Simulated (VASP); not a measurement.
All values below come from PW91 GGA, VASP's PBE PAW potentials (set 64) (plane waves; VASP).

VASP ran on this input.

INCAR:
```
ALGO=Normal
EDIFF=1E-6
EDIFFG=-0.02
ENCUT=520
GGA=91
IBRION=2
ISIF=3
ISMEAR=0
LASPH=.TRUE.
LCHARG=.FALSE.
LMAXMIX=4
LREAL=.FALSE.
LWAVE=.FALSE.
NELM=100
NSW=60
PREC=Accurate
SIGMA=0.05
SYSTEM=CsPbCl3
```

**KPOINTS**
```
kpoints
0
gamma
 4 4 4
```

**POSCAR**
```
CsPbCl3
1
    5.6900891957     0.0000000000     0.0000000000
    0.0000000000     5.6900891957     0.0000000000
   -0.0000000000     0.0000000000     5.6900891957
Cs Pb Cl
1 1 3
Direct
  0.0000000000   0.0000000000   0.0000000000
  0.5000000000   0.5000000000   0.5000000000
  0.5000000000   0.0000000000   0.5000000000
  0.0000000000   0.5000000000   0.5000000000
  0.5000000000   0.5000000000   0.0000000000
```

POTCAR, in this order: Cs_sv Pb_d Cl (PBE.64 set). Program: vasp_std.

Energy and stress use the plane-wave basis of the starting cell. Unless said otherwise, spin-orbit coupling is left out, though it shifts the bands of the heavy elements here.

Q: What does the run give for the energy per atom (σ→0), volume per atom, band gap (on the k-mesh)?

A: 
```json
{
  "energy per atom (σ→0)": "-3.537 eV/atom",
  "band gap (on the k-mesh)": "2.18 eV",
  "volume_per_atom": "37.66 Å³/atom"
}
```

File OSZICAR:
```
...
DAV:   1    -0.176892960489E+02   -0.70871E-02   -0.18232E-01   690   0.457E+00    0.467E-01
DAV:   2    -0.176834632785E+02    0.58328E-02   -0.12825E-02   664   0.109E+00    0.151E-01
DAV:   3    -0.176825704761E+02    0.89280E-03   -0.34003E-03   652   0.579E-01    0.680E-02
DAV:   4    -0.176825324767E+02    0.37999E-04   -0.14742E-04   766   0.108E-01    0.252E-02
DAV:   5    -0.176825245317E+02    0.79450E-05   -0.19186E-05   692   0.346E-02    0.930E-03
DAV:   6    -0.176825220951E+02    0.24366E-05   -0.13704E-06   378   0.118E-02    0.180E-03
DAV:   7    -0.176825217524E+02    0.34272E-06   -0.27303E-07   316   0.623E-03
   3 F= -.17682522E+02 E0= -.17682522E+02  d E =-.675046E-02
```

The compound is CsPbCl3 in the cubic perovskite structure, the ideal cubic form; the compound distorts at low or room temperature. This run relaxes it. Symmetry was kept, so distortions that lower it aren't found. The start is the result of an earlier pass.
